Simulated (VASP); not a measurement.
Consider the following.

```
CELL_PARAMETERS angstrom
     -1.58632     1.58632     1.58632
      1.58632    -1.58632     1.58632
      1.58632     1.58632    -1.58632
ATOMIC_POSITIONS crystal
  W  0.00000 0.00000 0.00000
```

All values below come from r2SCAN meta-GGA, VASP's PBE PAW potentials (set 64) (plane waves; VASP 6.6.1). Settings: 500 eV cut-off, 16×16×16 Γ-centred mesh, first-order Methfessel-Paxton smearing of 0.10 eV, potentials W_sv.

**Question.** The ions, cell shape and volume at an external pressure of 5.0 GPa are relaxed. Give the cell that the relaxation ends in.

**Answer.** 
```
CELL_PARAMETERS angstrom
     -1.57831     1.57831     1.57831
      1.57831    -1.57831     1.57831
      1.57831     1.57831    -1.57831
ATOMIC_POSITIONS crystal
  W  0.00000 0.00000 0.00000
```
Space group Im-3m (229), at a tolerance of 0.03 Å.

**Question.** How do energy and volume change from the first to the last step?

**Answer.** The energy (σ→0) changes by +3.7 meV/atom and the volume by -1.5 %, in 3 ionic steps.

The compound is W in the bcc structure. This run relaxes it under an external pressure of 5 GPa. Symmetry was kept, so distortions that lower it aren't found.
